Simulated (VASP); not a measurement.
OSZICAR of a VASP run on HfC (rock salt):

**OSZICAR**
```
       N       E                     dE             d eps       ncg     rms          rms(c)
DAV:   1     0.303727579838E+02    0.30373E+02   -0.86767E+03  2288   0.141E+03
DAV:   2    -0.222131207650E+02   -0.52586E+02   -0.49875E+02  3045   0.238E+02
DAV:   3    -0.241762959230E+02   -0.19632E+01   -0.19073E+01  2999   0.344E+01
DAV:   4    -0.241951173882E+02   -0.18821E-01   -0.18813E-01  2714   0.342E+00
DAV:   5    -0.241953621709E+02   -0.24478E-03   -0.24476E-03  2984   0.323E-01    0.595E+01
DAV:   6    -0.211122540368E+02    0.30831E+01   -0.19951E+01  2522   0.233E+01    0.420E+01
DAV:   7    -0.210509823884E+02    0.61272E-01   -0.61104E-01  2651   0.614E+00    0.249E+01
DAV:   8    -0.210447418329E+02    0.62406E-02   -0.50160E-02  2557   0.229E+00    0.559E+00
DAV:   9    -0.210392382144E+02    0.55036E-02   -0.26891E-02  2566   0.984E-01    0.185E+00
DAV:  10    -0.210390257576E+02    0.21246E-03   -0.84299E-04  2693   0.253E-01    0.405E-01
DAV:  11    -0.210390163550E+02    0.94026E-05   -0.19355E-04  2618   0.101E-01    0.616E-02
DAV:  12    -0.210390141180E+02    0.22370E-05   -0.64714E-06  2671   0.234E-02    0.668E-02
DAV:  13    -0.210390132934E+02    0.82461E-06   -0.53728E-07  1324   0.758E-03
   1 F= -.20271879E+02 E0= -.20271871E+02  d E =-.202719E+02
```

Q: Which electronic solver shows in the log?

A: It is blocked Davidson (ALGO = Normal, or the opening steps of other solvers). The INCAR had ALGO = Normal.

Q: Can the final energy be trusted as converged?

A: The calculation finished and met its thresholds. It stopped with EDIFF = 1E-6, NELM = 100, NSW = 40 and EDIFFG = -0.02 after 1 ionic step (PBE GGA, plane waves, VASP's PBE PAW potentials (set 64)).

The compound is HfC in the rock salt structure. It was relaxed first under an external pressure of 5 GPa.
